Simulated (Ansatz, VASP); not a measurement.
# Two plane-wave programs on ZrSnSe

```
CELL_PARAMETERS angstrom
3.34542 0.00000 0.00000
0.00000 3.34542 0.00000
0.00000 0.00000 30.68785
ATOMIC_POSITIONS crystal
Zr 0.00000 0.00000 0.28067
Sn 0.50000 0.50000 0.35784
Se 0.50000 0.50000 0.23760
```

Alike in both runs: functional PBE; k mesh 14 × 14 × 1; occupations gaussian, width 0.1 eV; no spin polarisation.

Ansatz relaxed the structure, and its values are those at the end. VASP's run is a single point on that final structure, the one shown.

|  | VASP | Ansatz |
| --- | --- | --- |
| version | VASP 6.6.1 | Ansatz 0.2.0 |
| potentials or method | VASP PAW PBE potentials, release 64 (Zr_sv, Sn_d, Se) | scalar-relativistic, plane waves, PAW |
| plane-wave cutoff (eV) | 520 | 420 |
| valence electrons in the cell | 32 | 42 |

|  | VASP | Ansatz | Ansatz less VASP |
| --- | --- | --- | --- |
| gap on the k mesh at the Fermi level (eV) | none | none | - |
| rms of the force components (eV/Å) | 0.008 | 0.000 | -0.0080 |

A gap of «none» marks a metal or a gap that the smearing closes. With one functional, cell and mesh, what is left measures potentials, basis and numerics. The two sets of potentials don't hold the same shells in valence.
